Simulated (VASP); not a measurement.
Data:

```
CELL_PARAMETERS angstrom
      0.00000     3.16533     3.16533
      3.16533     0.00000     3.16533
      3.16533     3.16533     0.00000
ATOMIC_POSITIONS crystal
  Cd 0.00000 0.00000 0.00000
  Se 0.25000 0.25000 0.25000
```

All values below come from revPBE GGA, VASP's PBE PAW potentials (set 64) (plane waves; VASP). Run with 520 eV cut-off, 7×7×7 Γ-centred mesh, Gaussian smearing of 0.050 eV, potentials Cd Se.

Task: Predict the energy per atom (σ→0), pressure, band gap (on the k-mesh) with the smallest direct gap where there is one.

Result: 
```json
{
  "band gap (on the k-mesh)": "0.49 eV",
  "smallest direct gap (on the k-mesh)": "0.49 eV",
  "energy per atom (σ→0)": "-238.3 kJ/mol of atoms",
  "pressure": "-1.08 GPa"
}
```

Only differences to runs with the same potentials and settings are physical.

The compound is CdSe in the zinc blende structure, whereas wurtzite is the usual form. This cell is one point of a volume scan, at 1.03 of the reference volume.
